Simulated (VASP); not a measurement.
Calculation: revPBE GGA, VASP's PBE PAW potentials (set 64) (plane waves; VASP).

VASP input:

### KPOINTS
```
k-points along high-symmetry lines
15
Line-mode
Reciprocal
  0.000000   0.000000   0.000000 ! GAMMA
  0.500000  -0.500000   0.500000 ! H

  0.500000  -0.500000   0.500000 ! H
  0.000000  -0.000000   0.500000 ! N

  0.000000  -0.000000   0.500000 ! N
  0.000000   0.000000   0.000000 ! GAMMA

  0.000000   0.000000   0.000000 ! GAMMA
  0.250000   0.250000   0.250000 ! P

  0.250000   0.250000   0.250000 ! P
  0.500000  -0.500000   0.500000 ! H

  0.250000   0.250000   0.250000 ! P
  0.000000  -0.000000   0.500000 ! N
```

### POSCAR
```
Eu
1
   -2.2764893096     2.2764893096     2.2764893096
    2.2764893096    -2.2764893096     2.2764893096
    2.2764893096     2.2764893096    -2.2764893096
Eu
1
Direct
  0.0000000000   0.0000000000   0.0000000000
```

**INCAR**
```
SYSTEM = Eu
PREC = Accurate
ENCUT = 520
EDIFF = 1E-7
NELM = 100
ALGO = Normal
LREAL = .FALSE.
LASPH = .TRUE.
ISMEAR = 0
SIGMA = 0.05
GGA = RE
LMAXMIX = 6
LWAVE = .FALSE.
LCHARG = .FALSE.
LORBIT = 11
ICHARG = 11
```

POTCAR, in this order: Eu_2 (PBE.64 set). Program: vasp_std. Read from the step before: CHGCAR.

Task: What will the output report for the number of irreducible k-points (NKPTS), largest plane-wave count, number of space-group operations, FFT grid (NGX, NGY, NGZ)?

Result: 
| Item | Value |
|---|---|
| number of irreducible k-points (NKPTS) | 90 |
| largest plane-wave count | 1286 |
| number of space-group operations | 48 |
| FFT grid (NGX, NGY, NGZ) | 30 × 30 × 30 |

The compound is Eu in the bcc structure. It was relaxed first. The 4f electrons are frozen in the core of the lanthanide potential, so 4f levels, which can set the real gap, and their magnetism are missing.
